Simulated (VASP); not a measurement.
Given:

```
NaF
1.0
    0.00000     2.29816     2.29816
    2.29816     0.00000     2.29816
    2.29816     2.29816     0.00000
Na F
1 1
Direct
  0.00000   0.00000   0.00000
  0.50000   0.50000   0.50000
```

Calculation: HSE06 screened hybrid, VASP's PBE PAW potentials (set 64) (plane waves; VASP). Run with 520 eV cut-off, 8×8×8 Γ-centred mesh, Gaussian smearing of 0.050 eV, potentials Na_pv F.

Predict the energy per atom (σ→0), pressure, band gap (on the k-mesh) with the smallest direct gap where there is one.

```json
{
  "band gap (on the k-mesh)": "8.62 eV",
  "smallest direct gap (on the k-mesh)": "8.62 eV",
  "energy per atom (σ→0)": "-5163 meV/atom",
  "pressure": "1.54 GPa"
}
```

The compound is NaF in the rock salt structure. This cell is one point of a volume scan, at 0.94 of the reference volume. The cell's shape comes from a PBE relaxation.
